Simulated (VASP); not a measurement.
A snapshot from molecular dynamics of Au, step 21; the first frame, the perfect lattice, has an electronic free energy F (no ionic kinetic energy) of -3.594 eV/atom. The Γ point alone samples so small a cell crudely.

Here is the system:

```xyz
27
Lattice="0.0000 6.1200 6.1200 6.1200 0.0000 6.1200 6.1200 6.1200 0.0000" Properties=species:S:1:pos:R:3 pbc="T T T"
Au     6.1094     0.0105     6.1178
Au     2.0866     8.1707     6.1324
Au    10.1704    10.2099    12.1858
Au     8.1109     6.0644     2.0765
Au     3.9880     2.0167     1.9770
Au     6.0911    10.1500     8.1304
Au     4.1056     0.0210     4.0868
Au     6.1238     2.0848     4.0595
Au     8.2271     4.0791     4.1505
Au    12.1825     8.1808     8.1767
Au     2.0703     4.0658     2.0666
Au     4.0707     6.1526     2.0860
Au     8.1743     8.0488     4.0842
Au     4.0989     4.0351     4.0876
Au     6.2057     6.0932     4.0791
Au    10.1417     8.1570     6.1083
Au     6.2100     4.1111     6.1008
Au     8.1649     6.1451     6.1171
Au    12.2148    10.1773    10.1957
Au     8.2004     6.1687    10.1329
Au     4.1510     8.1202     4.0906
Au     2.0172     4.1682     6.1010
Au     4.0822     6.1627     6.1237
Au     6.1114     8.1130     6.1307
Au    10.1635    10.1370     8.1395
Au     6.0837     6.1707     8.1576
Au     8.1238     8.2256     8.2254
```

These are PBE GGA, VASP's PBE PAW potentials (set 64) (plane waves; VASP) values and carry that method's errors. Run with PREC = Normal, LREAL = Auto, ISYM = 0, EDIFF = 1E-5, 300 eV cut-off, 1×1×1 Γ-centred mesh, Fermi-Dirac smearing of 0.043 eV, potentials Au.

Question: Give F per atom of this frame and the forces (eV/Å).

Answer: -3.582 eV/atom.
| atom | Fx | Fy | Fz |
|---|---|---|---|
| Au1 | 0.05 | 0.15 | 0.03 |
| Au2 | -0.59 | -0.28 | -0.11 |
| Au3 | 0.41 | 0.13 | 0.44 |
| Au4 | 0.16 | 0.01 | -0.30 |
| Au5 | 0.41 | 0.15 | 0.38 |
| Au6 | -0.24 | 0.19 | -0.08 |
| Au7 | 0.18 | -0.11 | -0.23 |
| Au8 | -0.08 | -0.17 | 0.30 |
| Au9 | -0.12 | -0.04 | -0.43 |
| Au10 | 0.36 | 0.00 | -0.34 |
| Au11 | -0.23 | 0.15 | 0.05 |
| Au12 | 0.17 | -0.29 | -0.36 |
| Au13 | -0.12 | 0.76 | -0.09 |
| Au14 | -0.05 | 0.22 | 0.08 |
| Au15 | -0.63 | -0.24 | -0.06 |
| Au16 | 0.24 | 0.10 | 0.12 |
| Au17 | -0.41 | -0.09 | 0.25 |
| Au18 | 0.09 | -0.08 | 0.59 |
| Au19 | 0.29 | 0.17 | -0.03 |
| Au20 | -0.35 | -0.25 | 0.32 |
| Au21 | -0.20 | 0.13 | 0.08 |
| Au22 | 0.00 | -0.22 | -0.15 |
| Au23 | 0.01 | -0.59 | -0.07 |
| Au24 | 0.25 | 0.37 | -0.04 |
| Au25 | 0.15 | 0.38 | -0.06 |
| Au26 | 0.11 | -0.39 | 0.09 |
| Au27 | 0.14 | -0.15 | -0.42 |

The cell is a supercell, built from Au (fcc). Its lattice is the typed one, not relaxed at this level.
